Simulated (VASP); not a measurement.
Data:

```xyz
4
Lattice="1.5528 -2.6896 0.0000 1.5528 2.6896 0.0000 0.0000 0.0000 4.9739" Properties=species:S:1:pos:R:3 pbc="T T T"
Al     1.5528    -0.8965     2.4873
Al     1.5528     0.8965     0.0004
N      1.5528    -0.8965     4.3866
N      1.5528     0.8965     1.8997
```

Level of theory: r2SCAN meta-GGA, VASP's PBE PAW potentials (set 64) (plane waves; VASP 6.6.1). Run with 600 eV cut-off, 8×8×4 Γ-centred mesh, Gaussian smearing of 0.050 eV, potentials Al N.

Each row applies one change to this cell, which was relaxed at other settings and keeps the small stress of the first row; at a fixed cut-off the stress holds a Pulay part, so it need not integrate to ΔE exactly. Stress is in GPa, positive when the cell is compressed.

| change | ΔE (meV/atom) | σxx | σyy | σzz | largest shear component, with its sign (GPa) |
|---|---|---|---|---|---|
| none | 0.0 | -0.02 | -0.02 | 0.06 | 0.00 |
| isotropic strain of -2.0 % | 26.8 | 14.84 | 14.84 | 13.86 | 0.00 |
| uniaxial strain of -2.0 % along x | 6.7 | 10.33 | 2.22 | 1.43 | 0.00 |
| shear strain γ_yz = +2.0 % with the ions relaxed | 1.6 | -0.01 | -0.11 | 0.17 | -2.48 |
| isotropic strain of +1.0 % | 5.8 | -6.15 | -6.15 | -5.65 | 0.00 |
| uniaxial strain of +0.5 % along y with the ions relaxed | 0.3 | -0.72 | -2.09 | -0.41 | 0.00 |

Failed runs are left out, and for metals the shear rows, which the mesh's noise covers.

The compound is AlN in the wurtzite structure.
